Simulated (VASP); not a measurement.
# Be4TeSe3 (P-43m) in VASP: density of states with PBE

Aim: the density of states of Be4TeSe3 with PBE.

All numbers are computed with VASP 6.6.1; they aren't measurements. Logs are shortened: lines on timing, memory, paths and dates and some standing lists are left out, and cuts for length are marked.

## 1. The crystal as given

The structure is cubic, space group P-43m (No. 215). The conventional cell has a = 5.309 Å, b = 5.309 Å, c = 5.309 Å, α = 90.00°, β = 90.00°, γ = 90.00°. Around Be (site symmetry 3m) lie 3 Se at 2.27 Å and 1 Te at 2.39 Å. Around Te (site symmetry -43m) lie 4 Be at 2.39 Å. Se (site symmetry -42m) is surrounded by 4 Be at 2.27 Å.

The cell was built by a generator and needn't be a form met in nature.

## 2. Density of states, PBE

Input file POSCAR:

```
Be4TeSe3                                
1.0
    5.3090851852      0.0000000000      0.0000000000
    0.0000000000      5.3090851852      0.0000000000
   -0.0000000000      0.0000000000      5.3090851852
  Be              Te              Se            
     4     1     3
Direct
     0.2401737117536486    0.2401737117536486    0.2401737117536486
     0.7598262882463515    0.7598262882463515    0.2401737117536486
     0.7598262882463515    0.2401737117536486    0.7598262882463515
     0.2401737117536486    0.7598262882463515    0.7598262882463515
     0.5000000000000000    0.5000000000000000    0.5000000000000000
     0.5000000000000000    0.0000000000000000    0.0000000000000000
     0.0000000000000000    0.5000000000000000    0.0000000000000000
     0.0000000000000000    0.0000000000000000    0.5000000000000000
```

Input file INCAR.step1:

```
SYSTEM = Be4TeSe3
PREC     = Accurate       ! precision mode
ENCUT    = 520            ! plane-wave cutoff, eV
EDIFF    = 1E-6           ! SCF threshold, eV
ISMEAR   = 0              ! smearing method
SIGMA    = 0.03           ! smearing width, eV
LREAL    = .False.        ! projectors in reciprocal space
LASPH    = .True.         ! aspherical terms in the spheres
NELM     = 80             ! most SCF steps
ALGO     = Normal         ! electronic algorithm
ISIF     = 2              ! what is computed and relaxed
LWAVE    = .False.        ! write WAVECAR
LCHARG   = .True.         ! write CHGCAR
GGA      = PE             ! functional
KPAR     = 2
```

Input file KPOINTS.step1:

```
regular mesh
0
Gamma
  6 6 6
  0 0 0
```

Input file INCAR.step2:

```
SYSTEM = Be4TeSe3
PREC     = Accurate       ! precision mode
ENCUT    = 520            ! plane-wave cutoff, eV
EDIFF    = 1E-6           ! SCF threshold, eV
ISMEAR   = -5             ! smearing method
SIGMA    = 0.03           ! smearing width, eV
LREAL    = .False.        ! projectors in reciprocal space
LASPH    = .True.         ! aspherical terms in the spheres
NELM     = 80             ! most SCF steps
ALGO     = Normal         ! electronic algorithm
ISIF     = 2              ! what is computed and relaxed
LWAVE    = .False.        ! write WAVECAR
LCHARG   = .False.        ! write CHGCAR
GGA      = PE             ! functional
LORBIT   = 10             ! projections on sites
KPAR     = 2            
NEDOS    = 2001           ! points of the DOS
ICHARG   = 11             ! starting density
```

Input file KPOINTS.step2:

```
regular mesh
0
Gamma
  9 9 9
  0 0 0
```

Potentials or basis: VASP PAW PBE potentials, release 64 (Be, Te, Se).

Started as:

```bash
cat potpaw_PBE.64/Be/POTCAR potpaw_PBE.64/Te/POTCAR potpaw_PBE.64/Se/POTCAR > POTCAR
cp INCAR.step1 INCAR
cp KPOINTS.step1 KPOINTS
mpirun -np 2 vasp_std > vasp.out
cp INCAR.step2 INCAR
cp KPOINTS.step2 KPOINTS
mpirun -np 2 vasp_std > vasp.out
```

OUTCAR:

```text
SYSTEM = Be4TeSe3
   PREC = Accurate
   ENCUT = 520
   EDIFF = 1E-6
   ISMEAR = -5
   LREAL = .False.
   LASPH = .True.
   NELM = 80
   ISIF = 2
   GGA = PE
   LORBIT = 10
   ICHARG = 11

 ion  position               nearest neighbor table
   1  0.240  0.240  0.240-   6 2.27   7 2.27   8 2.27   5 2.39
   2  0.760  0.760  0.240-   6 2.27   7 2.27   8 2.27   5 2.39
   3  0.760  0.240  0.760-   6 2.27   7 2.27   8 2.27   5 2.39
   4  0.240  0.760  0.760-   6 2.27   7 2.27   8 2.27   5 2.39
   5  0.500  0.500  0.500-   1 2.39   2 2.39   3 2.39   4 2.39
   6  0.500  0.000  0.000-   1 2.27   2 2.27   3 2.27   4 2.27
   7  0.000  0.500  0.000-   1 2.27   2 2.27   3 2.27   4 2.27
   8  0.000  0.000  0.500-   1 2.27   2 2.27   3 2.27   4 2.27

  LATTYP: Found a simple cubic cell.
 ALAT       =     5.3090851852

  Lattice vectors:

 A1 = (   5.3090851852,   0.0000000000,   0.0000000000)
 A2 = (   0.0000000000,   5.3090851852,   0.0000000000)
 A3 = (   0.0000000000,   0.0000000000,   5.3090851852)

Analysis of symmetry for initial positions (statically):
=====================================================================
 Subroutine PRICEL returns:
 Original cell was already a primitive cell.

 Routine SETGRP: Setting up the symmetry group for a
 simple cubic supercell.

 Subroutine GETGRP returns: Found 24 space group operations
 (whereof 24 operations were pure point group operations)
 out of a pool of 48 trial point group operations.

The static configuration has the point symmetry T_d .

Analysis of symmetry for dynamics (positions and initial velocities):
=====================================================================
 Subroutine PRICEL returns:
 Original cell was already a primitive cell.

 Routine SETGRP: Setting up the symmetry group for a
 simple cubic supercell.

 Subroutine GETGRP returns: Found 24 space group operations
 (whereof 24 operations were pure point group operations)
 out of a pool of 48 trial point group operations.

The dynamic configuration has the point symmetry T_d .

 Subroutine INISYM returns: Found 24 space group operations
 (whereof 24 operations are pure point group operations),
 and found     1 'primitive' translations

----------------------------------------------------------------------------------------

                                     Primitive cell

  volume of cell :     149.6439

  direct lattice vectors                    reciprocal lattice vectors
     5.309085185  0.000000000  0.000000000     0.188356367  0.000000000  0.000000000
     0.000000000  5.309085185  0.000000000     0.000000000  0.188356367  0.000000000
     0.000000000  0.000000000  5.309085185     0.000000000  0.000000000  0.188356367

  length of vectors
     5.309085185  5.309085185  5.309085185     0.188356367  0.188356367  0.188356367

  position of ions in fractional coordinates (direct lattice)
     0.240173712  0.240173712  0.240173712
     0.759826288  0.759826288  0.240173712
     0.759826288  0.240173712  0.759826288
     0.240173712  0.759826288  0.759826288
     0.500000000  0.500000000  0.500000000
     0.500000000  0.000000000  0.000000000
     0.000000000  0.500000000  0.000000000
     0.000000000  0.000000000  0.500000000

  ion indices of the primitive-cell ions
   primitive index   ion index
                 1           1
                 2           2
                 3           3
                 4           4
                 5           5
                 6           6
                 7           7
                 8           8

----------------------------------------------------------------------------------------

 KPOINTS: regular mesh

Automatic generation of k-mesh.
 Grid dimensions read from file:
 generate k-points for:    9    9    9

 Generating k-lattice:

  Cartesian coordinates                     Fractional coordinates (reciprocal lattice)
     0.020928485  0.000000000  0.000000000     0.111111111  0.000000000  0.000000000
     0.000000000  0.020928485  0.000000000     0.000000000  0.111111111  0.000000000
     0.000000000  0.000000000  0.020928485     0.000000000  0.000000000  0.111111111

  Length of vectors
     0.020928485  0.020928485  0.020928485

  Shift w.r.t. Gamma in fractional coordinates (k-lattice)
     0.000000000  0.000000000  0.000000000

 TETIRR: Found    353 inequivalent tetrahedra from     4374

 Subroutine IBZKPT returns following result:
 ===========================================

 Found     35 irreducible k-points:

 Following reciprocal coordinates:
            Coordinates               Weight
  0.000000  0.000000  0.000000      1.000000
  0.111111  0.000000  0.000000      6.000000
  0.222222  0.000000  0.000000      6.000000
  0.333333  0.000000  0.000000      6.000000
  0.444444  0.000000  0.000000      6.000000
  0.111111  0.111111  0.000000     12.000000
[... 16 lines left out ...]
  0.333333  0.333333  0.111111     24.000000
  0.444444  0.333333  0.111111     48.000000
 [... further k-points ...]
   k-points           NKPTS =     35   k-points in BZ     NKDIM =     35   number of bands    NBANDS=     21
   number of dos      NEDOS =   2001   number of ions     NIONS =      8
   total plane-waves  NPLWV =  64000
   dimension x,y,z NGX =    40 NGY =   40 NGZ =   40
   dimension x,y,z NGXF=    80 NGYF=   80 NGZF=   80
   ions per type =               4   1   3
   NGX,Y,Z   is equivalent  to a cutoff of  12.53, 12.53, 12.53 a.u.
   NGXF,Y,Z  is equivalent  to a cutoff of  25.05, 25.05, 25.05 a.u.
 SYSTEM =  Be4TeSe3
   PREC   = accura    normal or accurate (medium, high low for compatibility)
   ISTART =      0    job   : 0-new  1-cont  2-samecut
   ICHARG =     11    charge: 1-file 2-atom 10-const
   ISPIN  =      1    spin polarized calculation?
   LNONCOLLINEAR =      F non collinear calculations
   LSORBIT =      F    spin-orbit coupling
   LASPH  =      T    aspherical Exc in radial PAW
   ENCUT  =  520.0 eV  38.22 Ry    6.18 a.u.   9.87  9.87  9.87*2*pi/ulx,y,z
   NELM   =     80;   NELMIN=  2; NELMDL=  0     # of ELM steps
   EDIFF  = 0.1E-05   stopping-criterion for ELM
   LREAL  =      F    real-space projection
   EDIFFG = 0.1E-04   stopping-criterion for IOM
   NSW    =      0    number of steps for IOM
   IBRION =     -1    ionic relax: 0-MD 1-quasi-New 2-CG
   NFREE  =      0    steps in history (QN), initial steepest desc. (CG)
   ISIF   =      2    stress and relaxation
   ISYM   =      2    0-nonsym 1-usesym 2-fastsym
   POTIM  = 0.5000    time-step for ionic-motion
   TEBEG  =    0.0;   TEEND  =   0.0 temperature during run
   PSTRESS=    0.0 pullay stress
   NELECT =      32.0000    total number of electrons
   NUPDOWN=      -1.0000    fix difference up-down
   EMIN   =  10.00;   EMAX   =-10.00  energy-range for DOS
   EFERMI =   0.00;   METHOD = LEGACY
   ISMEAR =    -5;   SIGMA  =   0.03  broadening in eV -4-tet -1-fermi 0-gaus
   EFERMI_NEDOS =   21; number of points for ismear=-14 and -15
   IALGO  =     38    algorithm
   IMIX   =      4    mixing-type and parameters
     AMIX     =   0.40;   BMIX     =  1.00
     AMIX_MAG =   1.60;   BMIX_MAG =  1.00
  volume/ion in A,a.u.               =      18.71       126.23
  Fermi-wavevector in a.u.,A,eV,Ry     =   0.978975  1.849995 13.039727  0.958393
  Thomas-Fermi vector in A             =   2.109793
   LORBIT       =     10    0 simple, 1 ext, 2 COOP (PROOUT), +10 PAW based schemes
   GGA     = PE    functional components
   LHFCALC =     F    Hartree Fock is set to
   AEXX    =    0.0000 exact exchange contribution
   IVDW    =     0    specifies the selected vdW correction
   LEPSILON=     F    determine dielectric tensor
   LRPA    =     F    only Hartree local field effects (RPA)
 non-spin polarized calculation
 Fermi weights with tetrahedron method with Bloechl corrections
  energy-cutoff  :      520.00
  volume of cell :      149.64
 maximum number of plane-waves:      4046
 NGX is ok and might be reduce to    40

 number of electron      31.9999992 magnetization

 Free energy of the ion-electron system (eV)
  ---------------------------------------------------
  ext. energy  EPLUGINS =         0.00000000
  ---------------------------------------------------
  free energy    TOTEN  =       -33.95204315 eV

  energy without entropy =      -33.95204315  energy(sigma->0) =      -33.95204315

 E-fermi :   3.7729     XC(G=0):  -9.2455

 val. band max:        3.7702210943   @ k =   0.0000   0.0000   0.0000
 cond. band min:       5.8322190430   @ k =   0.0000   0.0000   0.0000
 fundamental gap:      2.0619979487
 Fermi energy:         3.7729480374

 k-point     1 :       0.0000    0.0000    0.0000
  band No.  band energies     occupation
      1      -9.8026      2.00000
      2      -8.4601      2.00000
      3      -8.4601      2.00000
      4      -6.5011      2.00000
      5      -1.3124      2.00000
      6      -1.3124      2.00000
[... 13 lines left out ...]
     20       7.4536      0.00000
     21       7.4536      0.00000

 k-point     2 :       0.1111    0.0000    0.0000
  band No.  band energies     occupation
      1      -9.7688      2.00000
      2      -8.5001      2.00000
      3      -8.4573      2.00000
      4      -6.5270      2.00000
      5      -1.2690      2.00000
      6      -1.2690      2.00000
[... 13 lines left out ...]
     20       7.5305      0.00000
     21       7.6629      0.00000

 k-point     3 :       0.2222    0.0000    0.0000
  band No.  band energies     occupation
      1      -9.6706      2.00000
      2      -8.6164      2.00000
      3      -8.4503      2.00000
      4      -6.5863      2.00000
      5      -1.1429      2.00000
      6      -1.1429      2.00000
[... 13 lines left out ...]
     20       7.7661      0.00000
     21       7.9985      0.00000
[... 457 lines left out ...]
 k-point    23 :       0.3333    0.3333    0.1111
  band No.  band energies     occupation
      1      -9.2583      2.00000
      2      -8.7841      2.00000
      3      -8.6481      2.00000
      4      -6.7808      2.00000
      5      -1.1552      2.00000
      6      -0.8659      2.00000
[... 13 lines left out ...]
     20       8.5481      0.00000
     21       9.1615      0.00000

 k-point    24 :       0.4444    0.3333    0.1111
  band No.  band energies     occupation
      1      -9.1219      2.00000
      2      -8.8820      2.00000
      3      -8.6712      2.00000
      4      -6.8131      2.00000
      5      -1.2052      2.00000
      6      -0.9886      2.00000
[... 13 lines left out ...]
     20       8.8795      0.00000
     21       9.0984      0.00000

 [... further k-points ...]
[... 5 lines left out ...]
  --------------------------------------------------------------------------------------
  -------------------------------------------------------------------------------------
  Total       -0.0082408     -0.0082408     -0.0082408     -0.0000000      0.0000000     -0.0000000
  in kB       -0.0882310     -0.0882310     -0.0882310     -0.0000000      0.0000000     -0.0000000
  external PRESSURE =      -0.0882310 kB  Pullay stress =       0.0000000 kB

 VOLUME and BASIS-vectors are now :
 -----------------------------------------------------------------------------
  energy-cutoff  :      520.00
  volume of cell :      149.64
      direct lattice vectors                 reciprocal lattice vectors
     5.309085185  0.000000000  0.000000000     0.188356367  0.000000000  0.000000000
     0.000000000  5.309085185  0.000000000     0.000000000  0.188356367  0.000000000
     0.000000000  0.000000000  5.309085185     0.000000000  0.000000000  0.188356367

 POSITION                                       TOTAL-FORCE (eV/Angst)
 -----------------------------------------------------------------------------------
      1.27510      1.27510      1.27510        -0.001511     -0.001511     -0.001511
      4.03398      4.03398      1.27510         0.001511      0.001511     -0.001511
      4.03398      1.27510      4.03398         0.001511     -0.001511      0.001511
      1.27510      4.03398      4.03398        -0.001511      0.001511      0.001511
      2.65454      2.65454      2.65454         0.000000     -0.000000     -0.000000
      2.65454      0.00000      0.00000        -0.000000     -0.000000     -0.000000
      0.00000      2.65454      0.00000        -0.000000     -0.000000     -0.000000
      0.00000      0.00000      2.65454        -0.000000     -0.000000     -0.000000
 -----------------------------------------------------------------------------------
    total drift:                               -0.000000     -0.000000     -0.000000

  FREE ENERGIE OF THE ION-ELECTRON SYSTEM (eV)
  ---------------------------------------------------
  free  energy   TOTEN  =       -33.9520431503 eV

  energy  without entropy=      -33.9520431503  energy(sigma->0) =      -33.95204315

 total charge

# of ion       s       p       d       tot
------------------------------------------
    1        0.371   0.574   0.000   0.945
    2        0.371   0.574   0.000   0.945
    3        0.371   0.574   0.000   0.945
    4        0.371   0.574   0.000   0.945
    5        1.331   2.198   0.034   3.563
    6        1.425   2.485   0.029   3.939
    7        1.425   2.485   0.029   3.939
    8        1.425   2.485   0.029   3.939
--------------------------------------------------
tot          7.089  11.949   0.122  19.160
```

Wall time 32 s (2 MPI ranks of Intel Xeon Platinum 8559C (Emerald Rapids), shared host); peak memory 0.28 GiB.

What came out:

```yaml
Valence_electrons_inside_the_program's_atomic_spheres: Be 0.94; Te 3.56; Se 3.94
```

Levels at points of the mesh, in eV from the valence-band top:
```tsv
k point	band 12	band 13	band 14	band 15	band 16	band 17	band 18	band 19	band 20	band 21
(0.00, 0.00, 0.00)	-2.59	-2.59	0.00	0.00	0.00	2.06	2.44	2.44	3.68	3.68
```

States per cell in windows of 1 eV (zero at the valence-band top; states under -8 eV left out):
```tsv
from (eV)	total	Se6_p	Se7_p	Se8_p	Te5_p	Be1_p	Be2_p
-8.0	0.00	0.00	0.00	0.00	0.00	0.00	0.00
-7.0	0.00	0.00	0.00	0.00	0.00	0.00	0.00
-6.0	1.25	0.11	0.11	0.11	0.06	0.01	0.01
-5.0	5.32	0.47	0.47	0.47	0.32	0.05	0.05
-4.0	3.97	0.44	0.44	0.44	0.18	0.09	0.09
-3.0	6.26	0.73	0.73	0.73	0.43	0.18	0.18
-2.0	4.52	0.48	0.48	0.48	0.60	0.13	0.13
-1.0	2.78	0.26	0.26	0.26	0.61	0.08	0.08
0.0	0.00	0.00	0.00	0.00	0.00	0.00	0.00
1.0	0.00	0.00	0.00	0.00	0.00	0.00	0.00
2.0	0.37	0.00	0.00	0.00	0.00	0.01	0.01
3.0	2.69	0.02	0.02	0.02	0.01	0.11	0.11
4.0	5.14	0.06	0.06	0.06	0.05	0.21	0.21
5.0	2.18	0.06	0.06	0.06	0.03	0.10	0.10
```

Spin-orbit coupling is left out, which matters for the levels of Te.
